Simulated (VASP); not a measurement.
Input:

```
SrTiO3
1.0
    3.90416     0.00000     0.00000
    0.00000     3.90416     0.00000
    0.00000     0.00000     3.90416
Sr Ti O
1 1 3
Direct
  0.00000   0.00000   0.00000
  0.50000   0.50000   0.50000
  0.50000   0.00000   0.50000
  0.00000   0.50000   0.50000
  0.50000   0.50000   0.00000
```

All values below come from vdW-DF-cx, VASP's PBE PAW potentials (set 64) (plane waves; VASP). Settings: 520 eV cut-off, Gaussian smearing of 0.050 eV, potentials Sr_sv Ti_sv O.

Q: Give the energies of bands 12 to 23 at the high-symmetry points, in eV from the valence-band maximum.

A: 
```csv
band,Γ,X,M,R
12,-2.83,-4.32,-4.68,-4.61
13,-2.83,-2.86,-4.51,-4.17
14,-2.83,-2.86,-4.19,-4.17
15,-1.18,-2.50,-2.88,-3.75
16,-1.18,-2.37,-2.88,-3.75
17,-1.18,-2.37,-1.72,-3.75
18,-0.35,-2.01,-1.58,0.00
19,-0.35,-0.73,-1.58,0.00
20,-0.35,-0.73,-0.09,0.00
21,1.83,2.00,3.78,4.45
22,1.83,3.77,3.78,4.45
23,1.83,3.77,4.23,4.45
```

The gap is indirect, 1.83 eV, from the valence maximum at R to the conduction minimum at Γ.

Measured: gap 3.59 eV (computed value off by -1.76 eV), as given by Anna Miglio et al., npj Computational Materials (2020), arXiv:2011.12765 [zero-point renormalisation of 336 meV (experimental, the table's column) added back].

The compound is SrTiO3 in the cubic perovskite structure, the ideal cubic form; the compound distorts at low or room temperature. It was relaxed first.
